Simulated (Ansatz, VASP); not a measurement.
# ZrB2 in two plane-wave programs

Wanted: the spread between two codes on one cell, functional and k mesh. The cell is taken from a series of runs on this material, whose earlier steps may have relaxed, scaled, displaced or heated it; both programs get it as it stands.

Calculated with Ansatz 0.2.0; plane waves, with VASP 6.6.1 beside it; zone-centre phonons at PBEsol.

## 1. The starting structure

The structure is hexagonal, space group P6/mmm (No. 191). The conventional cell has a = 3.155 Å, b = 3.155 Å, c = 3.507 Å, α = 90.00°, β = 90.00°, γ = 120.00°. Nearest to B lie 3 B at 1.82 Å and 6 Zr at 2.53 Å. Nearest to Zr lie 12 B at 2.53 Å. Farther neighbours are not listed.

## 2. VASP: zone-centre phonons, PBEsol

Second derivatives magnify differences that forces hide, and they need a tight electronic threshold.

Lines of VASP's logs that name or quote its potential files are left out, and so is its time.

The input, INCAR:

```
SYSTEM = ZrB2
PREC = Accurate
ENCUT = 500
EDIFF = 1E-08
NELM = 120
ISMEAR = 1
SIGMA = 0.2
LREAL = .FALSE.
ALGO = Normal
GGA = PS
NBANDS = 15
LASPH = .TRUE.
LORBIT = 11
LWAVE = .FALSE.
LCHARG = .FALSE.
ISIF = 2
IBRION = 8
GGA_COMPAT = .FALSE.
KPAR = 2
```

The input, POSCAR:

```
ZrB2
1.0
    3.1547390685      0.0000000000      0.0000000000
   -1.5773695343      2.7320841757      0.0000000000
    0.0000000000      0.0000000000      3.5074356982
B Zr
2 1
Direct
    0.3333333333      0.6666666667      0.5000000000
    0.6666666667      0.3333333333      0.5000000000
    0.0000000000      0.0000000000      0.0000000000
```

The input, KPOINTS:

```
Automatic mesh
0
Gamma
15 15 12
0 0 0
```

PAW data sets: B and Zr_sv (PBE family, release 64).

The run is started by

```bash
mpirun -np 2 vasp_std
```

Numbers of over 12 decimals in the logs are rounded to 6 here.

Output:

```text
[banner, memory and clock lines left out]
running    2 mpi-ranks, on    1 nodes
 distrk:  each k-point on    1 cores,    2 groups
 distr:  one band on    1 cores,    1 groups

 POSCAR found type information on POSCAR B Zr
 POSCAR found :  2 types and       3 ions
|                                                                             |
|               ----> ADVICE to this user running VASP <----                  |
|                                                                             |
|     You enforced a specific xc type in the INCAR file but a different       |
|     [... a line on the potential file left out ...]
|     I HOPE YOU KNOW WHAT YOU ARE DOING!                                     |
|                                                                             |

 LDA part: xc-table for (Slater+PW92), standard interpolation
 POSCAR, INCAR and KPOINTS ok, starting setup
 FFT: planning ... GRIDC
 FFT: planning ... GRID_SOFT
 FFT: planning ... GRID
 WAVECAR not read
 entering main loop
       N       E                     dE             d eps       ncg     rms          rms(c)
DAV:   1     0.994519039486E+02    0.99452E+02   -0.96082E+03  5686   0.116E+03
DAV:   2    -0.246767191489E+02   -0.12413E+03   -0.11903E+03  7140   0.298E+02
DAV:   3    -0.289066135925E+02   -0.42299E+01   -0.42067E+01  9129   0.476E+01
DAV:   4    -0.289697072618E+02   -0.63094E-01   -0.63087E-01  6517   0.535E+00
DAV:   5    -0.289707010252E+02   -0.99376E-03   -0.99373E-03  8950   0.514E-01    0.230E+01
DAV:   6    -0.264541646396E+02    0.25165E+01   -0.58248E+00  7126   0.169E+01    0.956E+00
DAV:   7    -0.264058648713E+02    0.48300E-01   -0.70031E-01  8309   0.533E+00    0.335E+00
DAV:   8    -0.264060227450E+02   -0.15787E-03   -0.10057E-01  6823   0.271E+00    0.522E-01
DAV:   9    -0.264022029604E+02    0.38198E-02   -0.20333E-02  7143   0.111E+00    0.194E-01
DAV:  10    -0.264019069522E+02    0.29601E-03   -0.13727E-03  6699   0.354E-01    0.400E-02
DAV:  11    -0.264019116816E+02   -0.47294E-05   -0.64125E-05  7956   0.749E-02    0.122E-02
DAV:  12    -0.264019098879E+02    0.17937E-05   -0.32034E-06  7517   0.124E-02    0.525E-03
DAV:  13    -0.264019097240E+02    0.16391E-06   -0.52871E-07  8202   0.580E-03    0.193E-03
DAV:  14    -0.264019096648E+02    0.59171E-07   -0.34241E-08  6144   0.186E-03    0.447E-04
DAV:  15    -0.264019096376E+02    0.27208E-07   -0.33515E-09  3311   0.521E-04    0.136E-04
DAV:  16    -0.264019096313E+02    0.63221E-08   -0.10235E-09  3129   0.270E-04
   1 F= -.26401910E+02 E0= -.26402083E+02  d E =0.520977E-03
 Linear response reoptimize wavefunctions to high precision
DAV:   1    -0.264019096306E+02    0.66211E-09   -0.28985E-10  4088   0.121E-04
DAV:   2    -0.264019096307E+02   -0.12960E-10   -0.10483E-10  3045   0.569E-05
 Linear response DOF=           4
 Linear response progress:
  Degree of freedom:   1/  4
       N       E                     dE             d eps       ncg     rms          rms(c)
RMM:   1    -0.476078352643E-01   -0.47608E-01   -0.23043E-02 57785   0.104E+00
RMM:   2    -0.426629440751E-01    0.49449E-02   -0.22835E-03 47146   0.249E-01    0.141E-01
RMM:   3    -0.426139531644E-01    0.48991E-04   -0.65673E-04 44907   0.124E-01    0.704E-02
RMM:   4    -0.430667791992E-01   -0.45283E-03   -0.41222E-04 44133   0.976E-02    0.831E-03
RMM:   5    -0.430708946552E-01   -0.41155E-05   -0.50824E-05 52603   0.277E-02    0.225E-03
RMM:   6    -0.430716983104E-01   -0.80366E-06   -0.10245E-05 55971   0.984E-03    0.118E-03
RMM:   7    -0.430684164138E-01    0.32819E-05   -0.24928E-06 55921   0.459E-03    0.281E-04
RMM:   8    -0.430701386795E-01   -0.17223E-05   -0.63740E-07 58422   0.210E-03    0.148E-04
RMM:   9    -0.430696985484E-01    0.44013E-06   -0.92064E-08 59177   0.969E-04    0.331E-05
RMM:  10    -0.430698761895E-01   -0.17764E-06   -0.35564E-07 58650   0.471E-04    0.243E-05
RMM:  11    -0.430697538223E-01    0.12237E-06    0.42732E-07 58895   0.237E-04    0.779E-06
RMM:  12    -0.430697489208E-01    0.49015E-08   -0.21798E-07 59730   0.122E-04    0.527E-06
RMM:  13    -0.430697295822E-01    0.19339E-07   -0.14240E-07 58664   0.657E-05    0.479E-06
RMM:  14    -0.430697293047E-01    0.27750E-09   -0.26117E-07 58386   0.373E-05    0.232E-06
RMM:  15    -0.430697259484E-01    0.33562E-08   -0.78554E-08 57250   0.223E-05    0.107E-06
 first order change of Fermi-energy   0.18336E-04
 force on displaced ion       1 direction 1 : -15.845  -0.001   0.000
 Linear response progress:
  Degree of freedom:   2/  4
       N       E                     dE             d eps       ncg     rms          rms(c)
RMM:   1    -0.469919284014E-01   -0.46992E-01   -0.18127E-03 20213   0.110E+00
RMM:   2    -0.443945521890E-01    0.25974E-02   -0.18610E-03 16271   0.243E-01    0.115E-01
RMM:   3    -0.443519701167E-01    0.42582E-04   -0.88022E-04 15891   0.141E-01    0.533E-02
RMM:   4    -0.447175654406E-01   -0.36560E-03   -0.33259E-04 16772   0.885E-02    0.119E-02
RMM:   5    -0.447837211576E-01   -0.66156E-04   -0.52500E-05 18298   0.334E-02    0.382E-03
RMM:   6    -0.447934903652E-01   -0.97692E-05   -0.12045E-05 19300   0.131E-02    0.760E-04
RMM:   7    -0.447869994779E-01    0.64909E-05    0.23316E-06 19700   0.559E-03    0.249E-04
RMM:   8    -0.447876666736E-01   -0.66720E-06    0.96749E-07 19656   0.269E-03    0.136E-04
RMM:   9    -0.447867705764E-01    0.89610E-06    0.37525E-07 19565   0.138E-03    0.956E-05
RMM:  10    -0.447872911423E-01   -0.52057E-06    0.58520E-07 19806   0.750E-04    0.103E-05
RMM:  11    -0.447872887718E-01    0.23705E-08    0.52908E-07 21092   0.373E-04    0.123E-05
RMM:  12    -0.447872847743E-01    0.39975E-08    0.53207E-07 20687   0.192E-04    0.711E-06
RMM:  13    -0.447872802558E-01    0.45185E-08    0.39806E-07 20440   0.106E-04    0.401E-06
RMM:  14    -0.447872945991E-01   -0.14343E-07    0.31623E-07 20695   0.605E-05    0.246E-06
RMM:  15    -0.447872967488E-01   -0.21497E-08    0.25893E-07 20297   0.378E-05    0.173E-06
RMM:  16    -0.447872949589E-01    0.17900E-08    0.16993E-07 19677   0.258E-05    0.113E-06
RMM:  17    -0.447872952909E-01   -0.33204E-09    0.12812E-07 18862   0.201E-05    0.241E-07
RMM:  18    -0.447872953987E-01   -0.10776E-09    0.98151E-08 15813   0.163E-05    0.236E-07
 first order change of Fermi-energy  -0.76958E-04
 force on displaced ion       1 direction 3 :   0.000  -0.000 -10.227
 Linear response progress:
  Degree of freedom:   3/  4
       N       E                     dE             d eps       ncg     rms          rms(c)
RMM:   1    -0.684100337738E+00   -0.68410E+00    0.29933E+00 15493   0.150E+01
RMM:   2    -0.628315243984E+00    0.55785E-01   -0.18698E-01 21354   0.282E+00    0.177E-01
RMM:   3    -0.629580748257E+00   -0.12655E-02   -0.32138E-02 25608   0.863E-01    0.565E-02
RMM:   4    -0.631145862824E+00   -0.15651E-02   -0.56256E-03 31678   0.303E-01    0.308E-02
RMM:   5    -0.631625836993E+00   -0.47997E-03   -0.97719E-04 31611   0.117E-01    0.184E-02
RMM:   6    -0.631603179979E+00    0.22657E-04   -0.14135E-04 31507   0.523E-02    0.478E-03
RMM:   7    -0.631583082280E+00    0.20098E-04   -0.39249E-05 32749   0.251E-02    0.375E-03
RMM:   8    -0.631575481874E+00    0.76004E-05   -0.33752E-05 32944   0.140E-02    0.974E-04
RMM:   9    -0.631580008066E+00   -0.45262E-05   -0.34764E-07 33778   0.834E-03    0.902E-05
RMM:  10    -0.631581106652E+00   -0.10986E-05   -0.31265E-06 34739   0.527E-03    0.182E-04
RMM:  11    -0.631581880103E+00   -0.77345E-06   -0.27946E-06 35005   0.372E-03    0.197E-04
RMM:  12    -0.631577774834E+00    0.41053E-05   -0.22918E-06 33253   0.289E-03    0.229E-04
RMM:  13    -0.631582538085E+00   -0.47633E-05   -0.15382E-06 30688   0.240E-03    0.175E-04
RMM:  14    -0.631585818974E+00   -0.32809E-05   -0.13657E-06 33679   0.187E-03    0.934E-05
[...]
RMM:  22    -0.631590966629E+00    0.10407E-06   -0.21585E-07 31008   0.535E-04    0.339E-05
RMM:  23    -0.631591006495E+00   -0.39866E-07   -0.16850E-07 29038   0.474E-04    0.414E-05
RMM:  24    -0.631591012959E+00   -0.64643E-08   -0.14704E-07 26178   0.424E-04    0.485E-05
RMM:  25    -0.631591029292E+00   -0.16334E-07   -0.11843E-07 24159   0.381E-04    0.545E-05
RMM:  26    -0.631591051958E+00   -0.22666E-07   -0.10329E-07 24658   0.344E-04    0.596E-05
RMM:  27    -0.631591073475E+00   -0.21516E-07   -0.84539E-08 23255   0.312E-04    0.642E-05
RMM:  28    -0.631591092313E+00   -0.18838E-07   -0.74940E-08 23246   0.284E-04    0.680E-05
RMM:  29    -0.631591100890E+00   -0.85769E-08   -0.62550E-08 18569   0.259E-04    0.720E-05
 first order change of Fermi-energy   0.99017E-04
 force on displaced ion       3 direction 1 : -13.766  -0.000   0.000
 Linear response progress:
  Degree of freedom:   4/  4
       N       E                     dE             d eps       ncg     rms          rms(c)
RMM:   1    -0.759203445435E+00   -0.75920E+00    0.26853E+00  6607   0.148E+01
RMM:   2    -0.702970854164E+00    0.56233E-01   -0.16220E-01  8849   0.267E+00    0.200E-01
RMM:   3    -0.706080167980E+00   -0.31093E-02   -0.35615E-02 10355   0.801E-01    0.635E-02
RMM:   4    -0.708413607715E+00   -0.23334E-02   -0.67055E-03 12045   0.283E-01    0.372E-02
RMM:   5    -0.708691686042E+00   -0.27808E-03   -0.10995E-03 12675   0.104E-01    0.251E-02
RMM:   6    -0.708519628828E+00    0.17206E-03   -0.13058E-04 12613   0.491E-02    0.577E-03
RMM:   7    -0.708579203246E+00   -0.59574E-04   -0.62358E-05 13067   0.215E-02    0.281E-03
RMM:   8    -0.708575681426E+00    0.35218E-05   -0.43053E-05 13543   0.111E-02    0.888E-04
RMM:   9    -0.708578992837E+00   -0.33114E-05   -0.33829E-05 13712   0.655E-03    0.714E-04
RMM:  10    -0.708580298806E+00   -0.13060E-05   -0.27834E-05 13508   0.462E-03    0.627E-05
RMM:  11    -0.708581198994E+00   -0.90019E-06   -0.22272E-05 13732   0.317E-03    0.346E-05
RMM:  12    -0.708581770386E+00   -0.57139E-06   -0.19592E-05 14126   0.238E-03    0.758E-05
RMM:  13    -0.708580527946E+00    0.12424E-05   -0.15395E-05 13127   0.186E-03    0.156E-04
RMM:  14    -0.708582797857E+00   -0.22699E-05   -0.13263E-05 12691   0.152E-03    0.445E-05
[...]
RMM:  27    -0.708587483215E+00   -0.28142E-07   -0.15895E-06 11572   0.153E-04    0.349E-06
RMM:  28    -0.708587475425E+00    0.77904E-08   -0.13342E-06  9050   0.134E-04    0.548E-06
RMM:  29    -0.708587528829E+00   -0.53404E-07   -0.11671E-06 12437   0.120E-04    0.550E-06
RMM:  30    -0.708587531489E+00   -0.26598E-08   -0.97811E-07  8390   0.106E-04    0.647E-06
RMM:  31    -0.708587520279E+00    0.11210E-07   -0.85738E-07  7223   0.947E-05    0.781E-06
RMM:  32    -0.708587530433E+00   -0.10153E-07   -0.71906E-07  6972   0.854E-05    0.833E-06
RMM:  33    -0.708587530764E+00   -0.33099E-09   -0.63278E-07  6740   0.775E-05    0.925E-06
RMM:  34    -0.708587548894E+00   -0.18130E-07   -0.53082E-07 10065   0.714E-05    0.933E-06
 first order change of Fermi-energy   0.11383E-03
 force on displaced ion       3 direction 3 :  -0.000  -0.000 -14.949
 Linear response finished
```

OUTCAR, selected parts (step 2):

```text
ion  position               nearest neighbor table
   1  0.333  0.667  0.500-   2 1.82   2 1.82   2 1.82   3 2.53   3 2.53   3 2.53   3 2.53   3 2.53
                             3 2.53
   2  0.667  0.333  0.500-   1 1.82   1 1.82   1 1.82   3 2.53   3 2.53   3 2.53   3 2.53   3 2.53
                             3 2.53
   3  0.000  0.000  0.000-   1 2.53   2 2.53   1 2.53   2 2.53   2 2.53   2 2.53   1 2.53   1 2.53
                             2 2.53   2 2.53   1 2.53   1 2.53

  LATTYP: Found a hexagonal cell.
 ALAT       =     3.1547390685
 C/A-ratio  =     1.1117989862

 Subroutine GETGRP returns: Found 24 space group operations
 (whereof 24 operations were pure point group operations)

The static configuration has the point symmetry D_6h.

 Found    189 irreducible k-points:

   k-points           NKPTS =    189   k-points in BZ     NKDIM =    189   number of bands    NBANDS=     15

   dimension x,y,z NGX =    24 NGY =   24 NGZ =   28
   dimension x,y,z NGXF=    48 NGYF=   48 NGZF=   56

   ENCUT  =  500.0 eV  36.75 Ry    6.06 a.u.   5.75  5.75  6.39*2*pi/ulx,y,z

   NELECT =      18.0000    total number of electrons

 k-points in reciprocal lattice and weights: Automatic mesh
   0.00000000  0.00000000  0.00000000       0.000
   0.06666667  0.00000000  0.00000000       0.002
   0.13333333 -0.00000000  0.00000000       0.002
   0.20000000 -0.00000000  0.00000000       0.002
   0.26666667 -0.00000000  0.00000000       0.002
   0.33333333 -0.00000000  0.00000000       0.002
   0.40000000 -0.00000000  0.00000000       0.002
   0.46666667  0.00000000  0.00000000       0.002
   0.06666667  0.06666667  0.00000000       0.002
[...]
0.33333333  0.26666667  0.50000000       0.004
   0.33333333  0.33333333  0.50000000       0.001

 average (electrostatic) potential at core
       1 -21.9011       2 -21.9011       3 -72.3234

  Total        0.0627144      0.0627144      0.0565357     -0.0000000      0.0000000      0.0000000
  in kB        3.3237654      3.3237654      2.9963080     -0.0000000      0.0000000      0.0000000
  external PRESSURE =       3.2146129 kB  Pullay stress =       0.0000000 kB

  energy-cutoff  :      500.00
  volume of cell :       30.23
      direct lattice vectors                 reciprocal lattice vectors
     3.154739069  0.000000000  0.000000000     0.316983427  0.183010467  0.000000000
    -1.577369534  2.732084176  0.000000000     0.000000000  0.366020933  0.000000000
     0.000000000  0.000000000  3.507435698     0.000000000  0.000000000  0.285108577

 POSITION                                       TOTAL-FORCE (eV/Angst)
 -----------------------------------------------------------------------------------
     -0.00000      1.82139      1.75372         0.000000     -0.000000      0.000000
      1.57737      0.91069      1.75372        -0.000000      0.000000      0.000000
      0.00000      0.00000      0.00000         0.000000      0.000000      0.000000
 -----------------------------------------------------------------------------------
    total drift:                               -0.000000      0.000000      0.000000

 Eigenvectors and eigenvalues of the dynamical matrix
 ----------------------------------------------------

   1 f  =   23.686298 THz   148.825397 2PiTHz  790.089845 cm-1    97.958612 meV
             X         Y         Z           dx          dy          dz
     -0.000000  1.821389  1.753718     0.221032   -0.671673   -0.000000
      1.577370  0.910695  1.753718    -0.221032    0.671673    0.000000
      0.000000  0.000000  0.000000    -0.000000    0.000000    0.000000

   2 f  =   23.686298 THz   148.825397 2PiTHz  790.089845 cm-1    97.958612 meV
             X         Y         Z           dx          dy          dz
     -0.000000  1.821389  1.753718    -0.671673   -0.221032   -0.000000
      1.577370  0.910695  1.753718     0.671673    0.221032    0.000000
      0.000000  0.000000  0.000000    -0.000000   -0.000000   -0.000000

   3 f  =   17.131739 THz   107.641889 2PiTHz  571.453293 cm-1    70.851146 meV
             X         Y         Z           dx          dy          dz
     -0.000000  1.821389  1.753718    -0.000000    0.000000    0.707107
      1.577370  0.910695  1.753718    -0.000000    0.000000   -0.707107
      0.000000  0.000000  0.000000     0.000000   -0.000000   -0.000000

   4 f  =   14.455631 THz    90.827405 2PiTHz  482.187932 cm-1    59.783657 meV
             X         Y         Z           dx          dy          dz
     -0.000000  1.821389  1.753718     0.000000   -0.000000   -0.635742
      1.577370  0.910695  1.753718     0.000000   -0.000000   -0.635742
      0.000000  0.000000  0.000000    -0.000000    0.000000    0.437794

   5 f  =   13.865652 THz    87.120462 2PiTHz  462.508370 cm-1    57.343704 meV
             X         Y         Z           dx          dy          dz
     -0.000000  1.821389  1.753718    -0.198702    0.603820   -0.000000
      1.577370  0.910695  1.753718    -0.198702    0.603820   -0.000000
      0.000000  0.000000  0.000000     0.136910   -0.416046    0.000000

   6 f  =   13.865652 THz    87.120462 2PiTHz  462.508370 cm-1    57.343704 meV
             X         Y         Z           dx          dy          dz
     -0.000000  1.821389  1.753718    -0.603820   -0.198702   -0.000000
      1.577370  0.910695  1.753718    -0.603820   -0.198702    0.000000
      0.000000  0.000000  0.000000     0.416046    0.136910   -0.000000

   7 f/i=    0.001053 THz     0.006615 2PiTHz    0.035119 cm-1     0.004354 meV
             X         Y         Z           dx          dy          dz
     -0.000000  1.821389  1.753718    -0.000000   -0.000000    0.309567
      1.577370  0.910695  1.753718    -0.000000   -0.000000    0.309567
      0.000000  0.000000  0.000000    -0.000000   -0.000000    0.899075

   8 f/i=    0.004087 THz     0.025678 2PiTHz    0.136318 cm-1     0.016901 meV
             X         Y         Z           dx          dy          dz
     -0.000000  1.821389  1.753718    -0.003752   -0.309685   -0.000000
      1.577370  0.910695  1.753718    -0.003752   -0.309685   -0.000000
      0.000000  0.000000  0.000000    -0.010891   -0.898912   -0.000000

   9 f/i=    0.004087 THz     0.025678 2PiTHz    0.136318 cm-1     0.016901 meV
             X         Y         Z           dx          dy          dz
     -0.000000  1.821389  1.753718     0.309685   -0.003752   -0.000000
      1.577370  0.910695  1.753718     0.309685   -0.003752   -0.000000
      0.000000  0.000000  0.000000     0.898912   -0.010891   -0.000000

 ELASTIC MODULI CONTR FROM IONIC RELAXATION (kBar)
 Direction    XX          YY          ZZ          XY          YZ          ZX
 --------------------------------------------------------------------------------
 XX          -9.1476      9.1476     -0.0000      0.0000      0.0000     -0.0000
 YY           9.1476     -9.1476      0.0000      0.0000      0.0000      0.0000
 ZZ          -0.0000      0.0000     -0.0000      0.0000      0.0000     -0.0000
 XY           0.0000      0.0000      0.0000     -9.1476      0.0000      0.0000
 YZ           0.0000      0.0000      0.0000      0.0000      0.0000      0.0000
 ZX          -0.0000      0.0000     -0.0000      0.0000      0.0000     -0.0000
 --------------------------------------------------------------------------------
```

[end of part 1 of 2]

[Lines on the potential files, build, host, timing and source positions are cut from VASP's logs without a mark.]

[Logs are printed without paths, hosts, clocks, repeated set-up lines and the standing remarks that a program may print on its own settings, such as how far it seeks lower states.]

[Hosts, paths, dates, database ids (printed as entryN), source tags and the programs' standing remarks are cut or masked in the printed files.]
